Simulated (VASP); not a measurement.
Method: r2SCAN meta-GGA, VASP's PBE PAW potentials (set 64) (plane waves; VASP 6.6.1).

The input files of a VASP run:

### POSCAR
```
GaN(100) slab
1.0
  5.1911628772   0.0000000000   0.0000000000
  0.0000000000   3.1892953867   0.0000000000
  0.0000000000   0.0000000000  26.0447299194
Ga N
8 8
Direct
  0.0201183040   0.0000000000   0.6739383906
  0.4885861312   0.5000000000   0.6443269184
  0.0047110351   0.5000000000   0.5701786968
  0.4986216666   0.0000000000   0.5358247836
  0.9986216666   0.0000000000   0.4641752164
  0.5047110351   0.5000000000   0.4298213032
  0.9885861312   0.5000000000   0.3556730816
  0.5201183040   0.0000000000   0.3260616094
  0.3697008107   0.0000000000   0.6759065689
  0.8721113743   0.5000000000   0.6434568506
  0.3773056321   0.5000000000   0.5694881098
  0.8768450460   0.0000000000   0.5359600307
  0.3768450460   0.0000000000   0.4640399693
  0.8773056321   0.5000000000   0.4305118902
  0.3721113743   0.5000000000   0.3565431494
  0.8697008107   0.0000000000   0.3240934311
```

### KPOINTS
```
Automatic mesh
0
Gamma
4 6 1
0 0 0
```

INCAR:
```
SYSTEM=GaN(100) slab
PREC=Normal; ENCUT=450; LREAL=.False.
LASPH=.True.
EDIFF=1E-5; NELM=100; NELMIN=4
ALGO=Normal; LMAXMIX=4; LMIXTAU=.True.
ISMEAR=0; SIGMA=0.05
METAGGA=R2SCAN
IBRION=2; NSW=120; ISIF=2
EDIFFG=-0.03
LWAVE=.True.; LCHARG=.False.
DIPOL=0.5 0.5 0.5
LDIPOL=.True.; IDIPOL=3
```

POTCAR, in this order: Ga_d N (PBE.64 set). Program: vasp_std.

Output of the run:

File OSZICAR:
```
...
DAV:   6    -0.171384124577E+03    0.19805E-03   -0.12566E-04  2086   0.720E-02    0.138E-02
DAV:   7    -0.171384467093E+03   -0.34252E-03   -0.31981E-05  1584   0.443E-02    0.749E-03
DAV:   8    -0.171384456705E+03    0.10388E-04   -0.16634E-05  1392   0.426E-02    0.403E-03
DAV:   9    -0.171384401849E+03    0.54857E-04   -0.18198E-05  1392   0.327E-02    0.131E-03
DAV:  10    -0.171384438950E+03   -0.37101E-04   -0.90064E-06  1360   0.213E-02    0.158E-03
DAV:  11    -0.171384442892E+03   -0.39424E-05   -0.17991E-06  1308   0.108E-02
  13 F= -.17138444E+03 E0= -.17138444E+03  d E =-.175511E-02
       N       E                     dE             d eps       ncg     rms          rms(c)
DAV:   1    -0.171384440203E+03   -0.12530E-05   -0.48542E-03  2134   0.282E-01    0.874E-03
DAV:   2    -0.171384502555E+03   -0.62352E-04   -0.20274E-04  2652   0.800E-02    0.468E-03
DAV:   3    -0.171384487384E+03    0.15171E-04   -0.13970E-05  1324   0.277E-02    0.319E-03
DAV:   4    -0.171384571507E+03   -0.84123E-04   -0.49536E-06  1268   0.301E-02    0.151E-03
DAV:   5    -0.171384537529E+03    0.33978E-04   -0.45962E-06  1280   0.149E-02    0.607E-04
DAV:   6    -0.171384586177E+03   -0.48648E-04   -0.14469E-06  1224   0.761E-03    0.574E-04
DAV:   7    -0.171384577615E+03    0.85617E-05   -0.61003E-07  1224   0.735E-03
  14 F= -.17138458E+03 E0= -.17138458E+03  d E =-.188983E-02
       N       E                     dE             d eps       ncg     rms          rms(c)
DAV:   1    -0.171383693729E+03    0.89245E-03   -0.40222E-01  2112   0.244E+00    0.835E-02
DAV:   2    -0.171384672966E+03   -0.97924E-03   -0.15915E-02  2836   0.680E-01    0.517E-02
DAV:   3    -0.171384700723E+03   -0.27757E-04   -0.12842E-03  2236   0.189E-01    0.392E-02
DAV:   4    -0.171385001632E+03   -0.30091E-03   -0.17063E-04  2038   0.265E-01    0.191E-02
DAV:   5    -0.171384770344E+03    0.23129E-03   -0.20007E-04  2024   0.118E-01    0.831E-03
DAV:   6    -0.171385141173E+03   -0.37083E-03   -0.12249E-04  2152   0.110E-01    0.688E-03
DAV:   7    -0.171384968543E+03    0.17263E-03   -0.15536E-05  1460   0.269E-02    0.494E-03
DAV:   8    -0.171385172473E+03   -0.20393E-03   -0.69620E-06  1368   0.295E-02    0.209E-03
DAV:   9    -0.171385028682E+03    0.14379E-03   -0.13717E-05  1308   0.291E-02    0.881E-04
DAV:  10    -0.171385105692E+03   -0.77010E-04   -0.40533E-06  1284   0.117E-02    0.975E-04
DAV:  11    -0.171385080635E+03    0.25057E-04   -0.77395E-07  1316   0.621E-03    0.964E-04
DAV:  12    -0.171385051679E+03    0.28956E-04   -0.51242E-07  1278   0.472E-03    0.109E-03
DAV:  13    -0.171384970185E+03    0.81494E-04   -0.18689E-06  1244   0.831E-03    0.711E-04
DAV:  14    -0.171385029781E+03   -0.59596E-04   -0.15918E-06  1244   0.803E-03    0.369E-04
DAV:  15    -0.171385059809E+03   -0.30028E-04   -0.11190E-06  1220   0.587E-03    0.434E-04
DAV:  16    -0.171385072426E+03   -0.12617E-04   -0.36679E-07  1212   0.384E-03    0.379E-04
DAV:  17    -0.171385031463E+03    0.40962E-04   -0.33261E-07  1224   0.334E-03    0.393E-04
DAV:  18    -0.171385011297E+03    0.20166E-04   -0.29664E-07  1224   0.371E-03    0.301E-04
DAV:  19    -0.171385135992E+03   -0.12470E-03   -0.16020E-06  1236   0.648E-03    0.136E-04
DAV:  20    -0.171385154261E+03   -0.18269E-04   -0.40565E-07  1224   0.398E-03    0.128E-04
DAV:  21    -0.171385155011E+03   -0.75015E-06   -0.15718E-07  1200   0.247E-03
  15 F= -.17138516E+03 E0= -.17138516E+03  d E =-.577397E-03
       N       E                     dE             d eps       ncg     rms          rms(c)
DAV:   1    -0.171385125058E+03    0.29203E-04   -0.49296E-03  2100   0.270E-01    0.918E-03
DAV:   2    -0.171385036056E+03    0.89002E-04   -0.19436E-04  2428   0.761E-02    0.572E-03
DAV:   3    -0.171385153117E+03   -0.11706E-03   -0.21007E-05  1420   0.287E-02    0.413E-03
DAV:   4    -0.171384992731E+03    0.16039E-03   -0.63596E-06  1284   0.385E-02    0.219E-03
DAV:   5    -0.171384979625E+03    0.13106E-04   -0.54073E-06  1308   0.169E-02    0.104E-03
DAV:   6    -0.171385091598E+03   -0.11197E-03   -0.40791E-06  1268   0.208E-02    0.570E-04
DAV:   7    -0.171385116468E+03   -0.24870E-04   -0.33451E-06  1260   0.935E-03    0.470E-04
DAV:   8    -0.171385115562E+03    0.90570E-06   -0.22038E-06  1260   0.809E-03
  16 F= -.17138512E+03 E0= -.17138512E+03  d E =-.537947E-03
       N       E                     dE             d eps       ncg     rms          rms(c)
DAV:   1    -0.171384640951E+03    0.47552E-03   -0.24157E-01  2158   0.198E+00    0.579E-02
DAV:   2    -0.171385428510E+03   -0.78756E-03   -0.91225E-03  2742   0.521E-01    0.315E-02
DAV:   3    -0.171385351911E+03    0.76599E-04   -0.59488E-04  2408   0.156E-01    0.234E-02
DAV:   4    -0.171385666964E+03   -0.31505E-03   -0.10838E-04  2028   0.173E-01    0.104E-02
DAV:   5    -0.171385250069E+03    0.41690E-03   -0.95089E-05  1948   0.612E-02    0.516E-03
DAV:   6    -0.171385643965E+03   -0.39390E-03   -0.34250E-05  1644   0.455E-02    0.461E-03
DAV:   7    -0.171385546592E+03    0.97373E-04   -0.81544E-06  1284   0.211E-02    0.284E-03
DAV:   8    -0.171385679238E+03   -0.13265E-03   -0.58668E-06  1284   0.187E-02    0.147E-03
DAV:   9    -0.171385503946E+03    0.17529E-03   -0.54283E-06  1284   0.170E-02    0.627E-04
DAV:  10    -0.171385511087E+03   -0.71414E-05   -0.26822E-06  1260   0.105E-02
  17 F= -.17138551E+03 E0= -.17138551E+03  d E =-.395525E-03
       N       E                     dE             d eps       ncg     rms          rms(c)
DAV:   1    -0.171385001264E+03    0.50268E-03   -0.17364E-01  2170   0.168E+00    0.491E-02
DAV:   2    -0.171385605487E+03   -0.60422E-03   -0.65392E-03  2728   0.441E-01    0.267E-02
DAV:   3    -0.171385749535E+03   -0.14405E-03   -0.44735E-04  2398   0.136E-01    0.197E-02
DAV:   4    -0.171385839789E+03   -0.90254E-04   -0.84730E-05  1988   0.149E-01    0.884E-03
DAV:   5    -0.171385589409E+03    0.25038E-03   -0.71524E-05  1836   0.532E-02    0.428E-03
DAV:   6    -0.171385677439E+03   -0.88030E-04   -0.26705E-05  1580   0.390E-02    0.385E-03
DAV:   7    -0.171385597883E+03    0.79556E-04   -0.47869E-06  1280   0.182E-02    0.235E-03
DAV:   8    -0.171385704293E+03   -0.10641E-03   -0.35754E-06  1258   0.152E-02    0.126E-03
DAV:   9    -0.171385610563E+03    0.93731E-04   -0.26124E-06  1252   0.135E-02    0.590E-04
DAV:  10    -0.171385592299E+03    0.18263E-04   -0.19992E-06  1212   0.973E-03    0.308E-04
DAV:  11    -0.171385622157E+03   -0.29858E-04   -0.97874E-07  1248   0.699E-03    0.227E-04
DAV:  12    -0.171385611132E+03    0.11026E-04   -0.63068E-07  1224   0.619E-03    0.110E-04
DAV:  13    -0.171385668666E+03   -0.57534E-04   -0.65305E-07  1212   0.532E-03    0.110E-04
DAV:  14    -0.171385663638E+03    0.50280E-05   -0.22999E-07  1236   0.314E-03
  18 F= -.17138566E+03 E0= -.17138566E+03  d E =-.548076E-03
       N       E                     dE             d eps       ncg     rms          rms(c)
DAV:   1    -0.171384953769E+03    0.71490E-03   -0.25370E-01  2140   0.203E+00    0.584E-02
DAV:   2    -0.171385987996E+03   -0.10342E-02   -0.99814E-03  2776   0.531E-01    0.322E-02
DAV:   3    -0.171385903780E+03    0.84216E-04   -0.54996E-04  2386   0.132E-01    0.243E-02
DAV:   4    -0.171386134808E+03   -0.23103E-03   -0.12218E-04  2024   0.131E-01    0.887E-03
DAV:   5    -0.171385905653E+03    0.22916E-03   -0.88310E-05  1700   0.638E-02    0.661E-03
DAV:   6    -0.171385944696E+03   -0.39043E-04   -0.26441E-05  1536   0.277E-02    0.572E-03
DAV:   7    -0.171386062496E+03   -0.11780E-03   -0.97979E-06  1344   0.235E-02    0.333E-03
DAV:   8    -0.171385932406E+03    0.13009E-03   -0.81740E-06  1328   0.177E-02    0.149E-03
DAV:   9    -0.171385995237E+03   -0.62831E-04   -0.54910E-06  1296   0.165E-02    0.515E-04
DAV:  10    -0.171386023624E+03   -0.28387E-04   -0.23395E-06  1252   0.102E-02    0.553E-04
DAV:  11    -0.171386022414E+03    0.12103E-05   -0.81481E-07  1290   0.667E-03
  19 F= -.17138602E+03 E0= -.17138602E+03  d E =-.358776E-03
```

**OUTCAR**
```
------------------------ aborting loop because EDIFF is reached ----------------------------------------
  FORCE on cell =-STRESS in cart. coord.  units (eV):
  Direction    XX          YY          ZZ          XY          YZ          ZX
  --------------------------------------------------------------------------------------
  Total        1.1209242      2.0977909     -2.3206277      0.0000000      0.0000000      0.0000000
  in kB        4.1649286      7.7945945     -8.6225715      0.0000000      0.0000000      0.0000000
  external PRESSURE =       1.1123172 kB  Pullay stress =       0.0000000 kB
  volume of cell :      431.20
      direct lattice vectors                 reciprocal lattice vectors
     5.191162877  0.000000000  0.000000000     0.192635065  0.000000000  0.000000000
     0.000000000  3.189295387  0.000000000     0.000000000  0.313548881  0.000000000
     0.000000000  0.000000000 26.044729919     0.000000000  0.000000000  0.038395484
 POSITION                                       TOTAL-FORCE (eV/Angst)
 -----------------------------------------------------------------------------------
      0.14879      0.00000     17.36834         0.012620      0.000000      0.000615
      2.56501      1.59465     16.81307        -0.004053      0.000000     -0.002631
      5.18643      1.59465     14.82221         0.009913      0.000000      0.002819
      2.56913      0.00000     13.97345        -0.017584      0.000000     -0.023955
      5.16471      0.00000     12.07128        -0.017584      0.000000      0.023955
      2.59085      1.59465     11.22252         0.009913      0.000000     -0.002819
      5.16059      1.59465      9.23166        -0.004053      0.000000      0.002631
      2.74437      0.00000      8.67639         0.012620      0.000000     -0.000615
      1.94591      0.00000     17.61457        -0.009044      0.000000      0.001297
      4.51516      1.59465     16.73144         0.004816      0.000000      0.000879
      1.94161      1.59465     14.87228         0.013780      0.000000      0.004345
      4.52973      0.00000     13.94267        -0.010448      0.000000      0.019225
      1.93415      0.00000     12.10206        -0.010448      0.000000     -0.019225
      4.53719      1.59465     11.17245         0.013780      0.000000     -0.004345
      1.91958      1.59465      9.31329         0.004816      0.000000     -0.000879
      4.54149      0.00000      8.43016        -0.009044      0.000000     -0.001297
 -----------------------------------------------------------------------------------
    total drift:                                0.164610      0.000000     -0.000211
  FREE ENERGIE OF THE ION-ELECTRON SYSTEM (eV)
  ---------------------------------------------------
  free  energy   TOTEN  =      -171.3860224137 eV

  energy  without entropy=     -171.3860224137  energy(sigma->0) =     -171.38602241

 reached required accuracy - stopping structural energy minimisation
```
(Selected blocks of OUTCAR.)

### CONTCAR
```
GaN(100) slab
   1.00000000000000
     5.1911628772000000    0.0000000000000000    0.0000000000000000
     0.0000000000000000    3.1892953867000000    0.0000000000000000
     0.0000000000000000    0.0000000000000000   26.0447299194000017
  Ga              N
     8     8
Direct
     0.0286613669846589    0.0000000000000000    0.6668658747110892
     0.4941107979133679    0.5000000000000000    0.6455459291709864
     0.9990885869189332    0.5000000000000000    0.5691060500858659
     0.4949039888759428    0.0000000000000000    0.5365174621456086
     0.9949039888759427    0.0000000000000000    0.4634825378543914
     0.4990885869189332    0.5000000000000000    0.4308939499141339
     0.9941107979133679    0.5000000000000000    0.3544540708290137
     0.5286613669846589    0.0000000000000000    0.3331341252889107
     0.3748509370422421    0.0000000000000000    0.6763199236621689
     0.8697777623018106    0.5000000000000000    0.6424117938727070
     0.3740223416427778    0.5000000000000000    0.5710282591814647
     0.8725842183202691    0.0000000000000000    0.5353355354122499
     0.3725842183202694    0.0000000000000000    0.4646644645877502
     0.8740223416427778    0.5000000000000000    0.4289717408185355
     0.3697777623018106    0.5000000000000000    0.3575882061272930
     0.8748509370422421    0.0000000000000000    0.3236800763378310
```

**OUTCAR**
```
 val. band max:       -1.1962616748   @ k =   0.0000   0.0000   0.0000

 cond. band min:       0.7022499424   @ k =   0.0000   0.0000   0.0000


 Fermi energy:        -0.9616527017

 k-point     1 :       0.0000    0.0000    0.0000
  band No.  band energies     occupation
      1     -18.0638      2.00000
      2     -17.9108      2.00000
      3     -17.5761      2.00000
      4     -17.2255      2.00000
      5     -17.0002      2.00000
      6     -16.9030      2.00000
      7     -16.7636      2.00000
      8     -16.7474      2.00000
      9     -15.5130      2.00000
     10     -15.5125      2.00000
     11     -15.4455      2.00000
     12     -15.4422      2.00000
     13     -15.3699      2.00000
     14     -15.3684      2.00000
     15     -15.3631      2.00000
     16     -15.3631      2.00000
     17     -15.2237      2.00000
     18     -15.2126      2.00000
     19     -15.1727      2.00000
     20     -15.1707      2.00000
     21     -15.1179      2.00000
     22     -15.1117      2.00000
     23     -15.0716      2.00000
     24     -15.0693      2.00000
     25     -15.0538      2.00000
     26     -15.0251      2.00000
     27     -14.9885      2.00000
     28     -14.9290      2.00000
     29     -14.8856      2.00000
     30     -14.8761      2.00000
     31     -14.8693      2.00000
     32     -14.8323      2.00000
     33     -14.7654      2.00000
     34     -14.7201      2.00000
     35     -14.7016      2.00000
     36     -14.6686      2.00000
     37     -14.4983      2.00000
     38     -14.4981      2.00000
     39     -14.3944      2.00000
     40     -14.3811      2.00000
     41     -14.2943      2.00000
     42     -14.2931      2.00000
     43     -14.2928      2.00000
     44     -13.8055      2.00000
     45     -13.5469      2.00000
     46     -13.3273      2.00000
     47     -13.0264      2.00000
     48     -12.9230      2.00000
     49      -8.3579      2.00000
     50      -7.9569      2.00000
     51      -7.4380      2.00000
...
```

At this cut-off the stress carries a Pulay error, which pulls relaxed volumes low.

The cell is a thin slab with vacuum, built from GaN (wurtzite): (100) face.
